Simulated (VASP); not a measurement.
A convergence study with VASP on WSe$_{2}$ (atoms displaced from the space group 194 structure): one setting is varied, all else stays as given below, so the limit is that of these other settings. The cell's lengths are 1 % over those of the tabulated start and one atom is moved, so it is off equilibrium.

```xyz
6
Lattice="1.6564 -2.8690 0.0000 1.6564 2.8690 0.0000 0.0000 0.0000 13.0896" Properties=species:S:1:pos:R:3 pbc="T T T"
W      1.6564     0.9563     3.2724
W      1.6564    -0.9563     9.8172
Se     1.6564     0.9563    11.5058
Se     1.6564    -0.9563     4.9610
Se     1.6564    -0.9563     1.5838
Se     1.7170     0.9563     8.1286
```

The numbers are results of PBEsol GGA, VASP's PBE PAW potentials (set 64) (plane waves; VASP), not measurements. The tightest run used: 1000 eV cut-off, 9×9×2 Γ-centred mesh, Gaussian smearing of 0.050 eV, potentials W_sv Se.

Unless said otherwise, spin-orbit coupling is left out, though it shifts the bands of the heavy elements here. Gaps are read on the run's mesh, which can miss a band edge.

```tsv
setting	E (eV/atom)	pressure (GPa)	largest force (eV/Å)	gap on the mesh (eV)	plane waves
ENCUT = 150	-7.7339	-34.97	0.913	1.086	549
ENCUT = 200	-7.7394	-6.97	0.650	1.034	822
ENCUT = 250	-7.7467	-4.26	0.658	1.036	1150
```

Q: These are the cheaper rows. Estimate the results at ENCUT = 1000, and how far the last row shown lies from them.

A: 
```json
[
 {"quantity": "E (eV/atom)", "tightest run": "-7.7478", "last row shown is off by": "0.0011"},
 {"quantity": "pressure (GPa)", "tightest run": "-3.88", "last row shown is off by": "-0.38"},
 {"quantity": "largest force (eV/Å)", "tightest run": "0.662", "last row shown is off by": "-0.004"},
 {"quantity": "gap on the mesh (eV)", "tightest run": "1.035", "last row shown is off by": "0.001"}
]
```

Left out are rungs that failed or repeat a setting and relaxations that didn't move; long series are thinned to 24 rows.

The compound is WSe2 in the 2H layered structure. The cell was not relaxed at this level, it is distorted from the ideal structure.
